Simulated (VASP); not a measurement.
An input for Ansatz (written as the equivalent of a VASP run, and not itself run):

Ansatz 0.2 input:
```yaml
crystal:
  lattice:
    - [0.0000000, 2.5458048, 2.5458048]
    - [2.5458048, 0.0000000, 2.5458048]
    - [2.5458048, 2.5458048, 0.0000000]
  atoms:
    - { symbol: Li, position: [0.0000000, 0.0000000, 0.0000000] }
    - { symbol: Cl, position: [0.5000000, 0.5000000, 0.5000000] }
kpoints:
  mp_grid: { grid: [8, 8, 8] }
hamiltonian:
  xc: r2scan
  pseudopotentials: { kind: paw }
scf:
  occupations: { method: gaussian, width: 0.05 }
  max_iter: 100
output: { forces: true, stress: true, eigenvalues: true }
```

Q: Translate this input to VASP (INCAR, KPOINTS, POSCAR, choice of POTCAR).

A: One answer among several that fit: 
INCAR:
```
! general
SYSTEM =LiCl
PREC   =Accurate
ENCUT  =600
LREAL  =.False.
LASPH  =.True.

! electronic loop
EDIFF  =1E-7
NELM   =100
ALGO   =Normal
LMIXTAU=.True.

! smearing
ISMEAR =0
SIGMA  =0.05

! functional
METAGGA=R2SCAN

! ions
ISIF   =2

! output
LWAVE  =.False.
LCHARG =.False.
```

### POSCAR
```
LiCl
1
    0.0000000000     2.5458048417     2.5458048417
    2.5458048417     0.0000000000     2.5458048417
    2.5458048417     2.5458048417     0.0000000000
Li Cl
1 1
Direct
  0.0000000000   0.0000000000   0.0000000000
  0.5000000000   0.5000000000   0.5000000000
```

KPOINTS:
```
Automatic
0
gamma
  8 8 8
```

POTCAR, in this order: Li_sv Cl (PBE.64 set). Program: vasp_std.

Limits of the translation: each code has its own PAW files, so the cut-off isn't converted (ENCUT is set for VASP's; basis.ecutwfc is left out, and Ansatz then takes the one that its files recommend); Ansatz stops its SCF on the density residual and VASP on the energy change (EDIFF).

The compound is LiCl in the rock salt structure. It was relaxed first.
